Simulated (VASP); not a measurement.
Given:

```
CELL_PARAMETERS angstrom
      4.60612     0.00000     0.00000
      0.00000     4.60612     0.00000
      0.00000     0.00000     2.96367
ATOMIC_POSITIONS crystal
  Ti 0.00000 0.00000 0.00000
  Ti 0.50000 0.50000 0.50000
  O  0.30430 0.30430 0.00000
  O  0.80430 0.19570 0.50000
  O  0.19570 0.80430 0.50000
  O  0.69570 0.69570 0.00000
```

Level of theory: MS2 meta-GGA, VASP's PBE PAW potentials (set 64) (plane waves; VASP 6.6.1). Numerical set-up: 520 eV cut-off, 6×6×8 Γ-centred mesh, tetrahedra with Blöchl corrections, potentials Ti_sv O.

Question: Give the energies of bands 14 to 27 at the high-symmetry points, in eV from the valence-band maximum.

Answer: 
```csv
band,Γ,X,M,Z,R,A
14,-5.42,-5.00,-5.63,-4.60,-5.13,-4.79
15,-4.95,-3.84,-3.97,-3.77,-4.08,-4.70
16,-3.90,-3.84,-3.97,-3.77,-4.08,-4.70
17,-3.90,-3.28,-2.94,-3.74,-3.42,-3.62
18,-2.66,-3.28,-2.94,-3.74,-3.42,-3.62
19,-2.66,-3.16,-2.18,-2.86,-2.49,-2.83
20,-2.10,-3.16,-2.18,-2.86,-2.49,-2.83
21,-0.80,-1.72,-1.42,-2.38,-2.06,-1.30
22,-0.51,-1.72,-1.42,-2.38,-2.06,-1.30
23,-0.51,-0.78,-1.15,-1.49,-1.09,-0.73
24,0.00,-0.78,-1.15,-1.49,-1.09,-0.73
25,2.19,2.85,2.21,3.30,2.24,2.93
26,2.46,2.85,2.21,3.30,2.24,2.93
27,2.74,3.37,2.86,3.56,3.58,3.53
```

The gap is direct, 2.19 eV, from the valence maximum at Γ to the conduction minimum at Γ.

The compound is TiO2 in the rutile structure. It was relaxed first.
